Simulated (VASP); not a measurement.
Data:

```
CELL_PARAMETERS angstrom
      0.00000     2.41964     2.41964
      2.41964     0.00000     2.41964
      2.41964     2.41964     0.00000
ATOMIC_POSITIONS crystal
  Ca 0.00000 0.00000 0.00000
  O  0.50000 0.50000 0.50000
```

All values below come from PBE GGA, VASP's PBE PAW potentials (set 64) (plane waves; VASP). Numerical set-up: PREC = Normal, EDIFF = 1E-5, 450 eV cut-off, 11×11×11 Γ-centred mesh, Gaussian smearing of 0.050 eV, potentials Ca_sv O.

Predict the energy per atom (σ→0).

The energy per atom (σ→0) is -618.0 kJ/mol-atom.

Only differences to runs with the same potentials and settings are physical.

The compound is CaO in the rock salt structure. It was relaxed first.
